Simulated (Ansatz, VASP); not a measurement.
# ZnS (Wurtzite-2H): VASP beside Ansatz, part 2 of 3

Wanted: the spread between two codes on one cell, functional and k mesh. The cell is taken from a series of runs on this material, whose earlier steps may have relaxed, scaled, displaced or heated it; both programs get it as it stands.

VASP 6.6.1 and Ansatz 0.2.0.

So far: Set-up; VASP: zone-centre phonons, PBE.

## (2) VASP: zone-centre phonons, PBE (continued)

Level of this step: PBE; plane waves and PAW (Zn, S) (VASP).

From OUTCAR (step 2):

```text
ion  position               nearest neighbor table
   1  0.333  0.667  0.000-   4 2.36   4 2.36   4 2.36   3 2.36
   2  0.667  0.333  0.500-   3 2.36   3 2.36   3 2.36   4 2.36
   3  0.333  0.667  0.375-   2 2.36   2 2.36   2 2.36   1 2.36
   4  0.667  0.333  0.875-   1 2.36   1 2.36   1 2.36   2 2.36

  LATTYP: Found a hexagonal cell.
 ALAT       =     3.8448728206
 C/A-ratio  =     1.6398250971

 Subroutine GETGRP returns: Found 12 space group operations
 (whereof  6 operations were pure point group operations)

The static configuration has the point symmetry C_3v.
 The point group associated with its full space group is C_6v.

 Found     36 irreducible k-points:

   k-points           NKPTS =     36   k-points in BZ     NKDIM =     36   number of bands    NBANDS=     24

   dimension x,y,z NGX =    28 NGY =   28 NGZ =   48
   dimension x,y,z NGXF=    56 NGYF=   56 NGZF=   96

   ENCUT  =  500.0 eV  36.75 Ry    6.06 a.u.   7.01  7.01 11.50*2*pi/ulx,y,z

   NELECT =      36.0000    total number of electrons

 k-points in reciprocal lattice and weights: Automatic mesh
   0.00000000  0.00000000  0.00000000       0.003
   0.11111111 -0.00000000  0.00000000       0.019
   0.22222222 -0.00000000  0.00000000       0.019
   0.33333333 -0.00000000  0.00000000       0.019
   0.44444444 -0.00000000  0.00000000       0.019
   0.11111111  0.11111111  0.00000000       0.019
   0.22222222  0.11111111  0.00000000       0.037
   0.33333333  0.11111111  0.00000000       0.037
   0.44444444  0.11111111  0.00000000       0.019
[...]
0.33333333  0.22222222  0.50000000       0.037
   0.33333333  0.33333333  0.50000000       0.006

 average (electrostatic) potential at core
       1 -36.4119       2 -36.4119       3 -88.7300       4 -88.7300

  Total        0.0796667      0.0796667      0.0811921      0.0000000     -0.0000000      0.0000000
  in kB        1.5812956      1.5812956      1.6115750      0.0000000     -0.0000000      0.0000000
  external PRESSURE =       1.5913887 kB  Pullay stress =       0.0000000 kB

  energy-cutoff  :      500.00
  volume of cell :       80.72
[...]
3.844872821  0.000000000  0.000000000     0.260086626  0.150161084  0.000000000
    -1.922436410  3.329757537  0.000000000     0.000000000  0.300322167  0.000000000
     0.000000000  0.000000000  6.304918946     0.000000000  0.000000000  0.158606321

 POSITION                                       TOTAL-FORCE (eV/Angst)
 -----------------------------------------------------------------------------------
     -0.00000      2.21984      0.00145        -0.000000      0.000000      0.000874
      1.92244      1.10992      3.15391         0.000000     -0.000000      0.000874
     -0.00000      2.21984      2.36289         0.000000     -0.000000     -0.000874
      1.92244      1.10992      5.51535         0.000000      0.000000     -0.000874
 -----------------------------------------------------------------------------------
    total drift:                               -0.000000     -0.000001     -0.000539

 MACROSCOPIC STATIC DIELECTRIC TENSOR (including local field effects in DFT)
 ------------------------------------------------------
           5.843382    -0.000000     0.000000
           0.000000     5.843382     0.000000
           0.000000     0.000000     5.974651
 ------------------------------------------------------

 PIEZOELECTRIC TENSOR (including local field effects)  for field in x, y, z        (C/m^2)
          XX          YY          ZZ          XY          YZ          ZX
  --------------------------------------------------------------------------------
  x     0.00000     0.00000     0.00000     0.00000     0.00000     0.37979
  y    -0.00000     0.00000     0.00000     0.00000     0.37979     0.00000
  z     0.36635     0.36635    -0.76212     0.00000     0.00000     0.00000

 BORN EFFECTIVE CHARGES (including local field effects) (in |e|, cummulative output)
 ---------------------------------------------------------------------------------
 ion    1
    1     1.98098    -0.00000     0.00000
    2     0.00000     1.98098     0.00000
    3     0.00000     0.00000     2.08565
 ion    2
    1     1.98098     0.00000     0.00000
    2     0.00000     1.98098     0.00000
    3    -0.00000     0.00000     2.08565
 ion    3
    1    -1.98098     0.00000     0.00000
    2    -0.00000    -1.98098     0.00000
    3     0.00000     0.00000    -2.08565
 ion    4
    1    -1.98098     0.00000     0.00000
    2    -0.00000    -1.98098     0.00000
    3     0.00000    -0.00000    -2.08565

 Eigenvectors and eigenvalues of the dynamical matrix
 ----------------------------------------------------

   1 f  =    9.664362 THz    60.722976 2PiTHz  322.368408 cm-1    39.968571 meV
             X         Y         Z           dx          dy          dz
     -0.000000  2.219838  0.001455     0.000000    0.000000    0.116455
      1.922436  1.109919  3.153914    -0.000000    0.000000   -0.116455
     -0.000000  2.219838  2.362890     0.000000   -0.000000   -0.697451
      1.922436  1.109919  5.515349    -0.000000    0.000000    0.697451

   2 f  =    8.074916 THz    50.736194 2PiTHz  269.350210 cm-1    33.395155 meV
             X         Y         Z           dx          dy          dz
     -0.000000  2.219838  0.001455    -0.000001   -0.349039    0.000000
      1.922436  1.109919  3.153914     0.000001    0.349039    0.000000
     -0.000000  2.219838  2.362890    -0.000002   -0.614957   -0.000000
      1.922436  1.109919  5.515349     0.000002    0.614957   -0.000000

   3 f  =    8.074916 THz    50.736194 2PiTHz  269.350210 cm-1    33.395155 meV
             X         Y         Z           dx          dy          dz
     -0.000000  2.219838  0.001455    -0.349039    0.000001   -0.000000
      1.922436  1.109919  3.153914     0.349039   -0.000001   -0.000000
     -0.000000  2.219838  2.362890    -0.614957    0.000002    0.000000
      1.922436  1.109919  5.515349     0.614957   -0.000002    0.000000

   4 f  =    7.922449 THz    49.778215 2PiTHz  264.264455 cm-1    32.764602 meV
             X         Y         Z           dx          dy          dz
     -0.000000  2.219838  0.001455    -0.000002   -0.406012    0.000000
      1.922436  1.109919  3.153914    -0.000002   -0.406012    0.000000
     -0.000000  2.219838  2.362890     0.000003    0.578925   -0.000000
      1.922436  1.109919  5.515349     0.000003    0.578925   -0.000000

   5 f  =    7.922449 THz    49.778215 2PiTHz  264.264455 cm-1    32.764602 meV
             X         Y         Z           dx          dy          dz
     -0.000000  2.219838  0.001455    -0.406012    0.000002   -0.000000
      1.922436  1.109919  3.153914    -0.406012    0.000002   -0.000000
     -0.000000  2.219838  2.362890     0.578925   -0.000003    0.000000
      1.922436  1.109919  5.515349     0.578925   -0.000003    0.000000

   6 f  =    7.747382 THz    48.678235 2PiTHz  258.424835 cm-1    32.040582 meV
             X         Y         Z           dx          dy          dz
     -0.000000  2.219838  0.001455    -0.000000    0.000000    0.405891
      1.922436  1.109919  3.153914    -0.000000    0.000000    0.405891
     -0.000000  2.219838  2.362890     0.000000   -0.000000   -0.579010
      1.922436  1.109919  5.515349     0.000000   -0.000000   -0.579010

   7 f  =    5.635551 THz    35.409212 2PiTHz  187.981751 cm-1    23.306756 meV
             X         Y         Z           dx          dy          dz
     -0.000000  2.219838  0.001455     0.000000   -0.000000    0.697451
      1.922436  1.109919  3.153914    -0.000000    0.000000   -0.697451
     -0.000000  2.219838  2.362890     0.000000    0.000000    0.116455
      1.922436  1.109919  5.515349     0.000000   -0.000000   -0.116455

   8 f  =    2.119036 THz    13.314297 2PiTHz   70.683436 cm-1     8.763625 meV
             X         Y         Z           dx          dy          dz
     -0.000000  2.219838  0.001455     0.000047    0.614957    0.000000
      1.922436  1.109919  3.153914    -0.000047   -0.614957    0.000000
     -0.000000  2.219838  2.362890    -0.000027   -0.349039    0.000000
      1.922436  1.109919  5.515349     0.000027    0.349039    0.000000

   9 f  =    2.119036 THz    13.314297 2PiTHz   70.683436 cm-1     8.763625 meV
             X         Y         Z           dx          dy          dz
     -0.000000  2.219838  0.001455     0.614957   -0.000047   -0.000000
      1.922436  1.109919  3.153914    -0.614957    0.000047   -0.000000
     -0.000000  2.219838  2.362890    -0.349039    0.000027   -0.000000
      1.922436  1.109919  5.515349     0.349039   -0.000027   -0.000000

  10 f/i=    0.003824 THz     0.024029 2PiTHz    0.127565 cm-1     0.015816 meV
             X         Y         Z           dx          dy          dz
     -0.000000  2.219838  0.001455     0.000000   -0.000000   -0.579010
      1.922436  1.109919  3.153914     0.000000   -0.000000   -0.579010
     -0.000000  2.219838  2.362890     0.000000   -0.000000   -0.405891
      1.922436  1.109919  5.515349     0.000000   -0.000000   -0.405891

  11 f/i=    0.005568 THz     0.034984 2PiTHz    0.185726 cm-1     0.023027 meV
             X         Y         Z           dx          dy          dz
     -0.000000  2.219838  0.001455     0.432098   -0.385286    0.000000
      1.922436  1.109919  3.153914     0.432098   -0.385286    0.000000
     -0.000000  2.219838  2.362890     0.303039   -0.270209    0.000000
      1.922436  1.109919  5.515349     0.303039   -0.270209    0.000000

  12 f/i=    0.005568 THz     0.034984 2PiTHz    0.185726 cm-1     0.023027 meV
             X         Y         Z           dx          dy          dz
     -0.000000  2.219838  0.001455    -0.385286   -0.432098   -0.000000
      1.922436  1.109919  3.153914    -0.385286   -0.432098   -0.000000
     -0.000000  2.219838  2.362890    -0.270209   -0.303039   -0.000000
      1.922436  1.109919  5.515349    -0.270209   -0.303039   -0.000000

 MACROSCOPIC STATIC DIELECTRIC TENSOR IONIC CONTRIBUTION
 ------------------------------------------------------
           3.182682    -0.000000     0.000000
          -0.000000     3.182682    -0.000000
           0.000000    -0.000000     3.689729
 ------------------------------------------------------

 ELASTIC MODULI CONTR FROM IONIC RELAXATION (kBar)
 Direction    XX          YY          ZZ          XY          YZ          ZX
 --------------------------------------------------------------------------------
 XX        -248.0567    112.1307    121.4644      0.0000     -0.0000     -0.0000
 YY         112.1307   -248.0567    121.4644     -0.0000     -0.0000     -0.0000
 ZZ         121.4644    121.4644   -217.0828      0.0000     -0.0000      0.0000
 XY           0.0000     -0.0000      0.0000   -180.0937      0.0000     -0.0000
 YZ           0.0000     -0.0000     -0.0000      0.0000    -59.2815      0.0000
 ZX          -0.0000     -0.0000      0.0000     -0.0000      0.0000    -71.8992
 --------------------------------------------------------------------------------

 PIEZOELECTRIC TENSOR IONIC CONTR  for field in x, y, z        (C/m^2)
          XX          YY          ZZ          XY          YZ          ZX
  --------------------------------------------------------------------------------
  x    -0.00000    -0.00000     0.00000    -0.00000     0.00000    -0.45012
  y     0.00000    -0.00000    -0.00000     0.00000    -0.40872     0.00000
  z    -0.47120    -0.47120     0.84214    -0.00000     0.00000    -0.00000
```

The dielectric response converges more slowly with the mesh than energies do, so tensor and charges may still move on a finer one.

(Continued in part 3 of 3.)

[Lines on the potential files, build, host, timing and source positions are cut from VASP's logs without a mark.]

[Logs are printed without paths, hosts, clocks, repeated set-up lines and the standing remarks that a program may print on its own settings, such as how far it seeks lower states.]

[Hosts, paths, dates, database ids (printed as entryN), source tags and the programs' standing remarks are cut or masked in the printed files.]
